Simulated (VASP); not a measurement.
These are PBEsol GGA, VASP's PBE PAW potentials (set 64) (plane waves; VASP 6.6.1) values and carry that method's errors.

Input for VASP

**INCAR**
```
# general
SYSTEM  = KBr
PREC    = Accurate
ENCUT   = 480
LREAL   = F
LASPH   = T

# electronic loop
EDIFF   = 1E-7
NELM    = 100
ALGO    = Normal
LMAXMIX = 4

# smearing
ISMEAR  = 0
SIGMA   = 0.05

# functional
GGA     = PS

# ions
ISIF    = 2

# output
LWAVE   = F
LCHARG  = F
```

File POSCAR:
```
KBr
1
    0.0000000000     3.2453667596     3.2453667596
    3.2453667596     0.0000000000     3.2453667596
    3.2453667596     3.2453667596     0.0000000000
K Br
1 1
Direct
  0.0000000000   0.0000000000   0.0000000000
  0.5000000000   0.5000000000   0.5000000000
```

KPOINTS:
```
Automatic
0
Gamma
  6 6 6
```

POTCAR, in this order: K_sv Br (PBE.64 set). Program: vasp_std.

Question: What does the run give for the energy per atom (σ→0), band gap (on the k-mesh)?

Answer: 
The energy per atom (σ→0) is -3228 meV/atom and the band gap (on the k-mesh) is 4.40 eV.

File OSZICAR:
```
...
DAV:   8    -0.645562985949E+01   -0.66347E-02   -0.12713E-02   512   0.999E-01    0.148E-01
DAV:   9    -0.645590436448E+01   -0.27450E-03   -0.41934E-04   496   0.138E-01    0.814E-02
DAV:  10    -0.645630299699E+01   -0.39863E-03   -0.49261E-04   444   0.154E-01    0.272E-02
DAV:  11    -0.645630335272E+01   -0.35573E-06   -0.11049E-05   588   0.208E-02    0.104E-02
DAV:  12    -0.645630509938E+01   -0.17467E-05   -0.18166E-06   468   0.110E-02    0.153E-03
DAV:  13    -0.645630559482E+01   -0.49545E-06   -0.67110E-07   468   0.580E-03    0.174E-03
DAV:  14    -0.645630568178E+01   -0.86961E-07   -0.56913E-08   356   0.185E-03
   1 F= -.64563057E+01 E0= -.64563057E+01  d E =-.306000E-12
```

The compound is KBr in the rock salt structure. This cell was strained or had an atom moved on purpose.
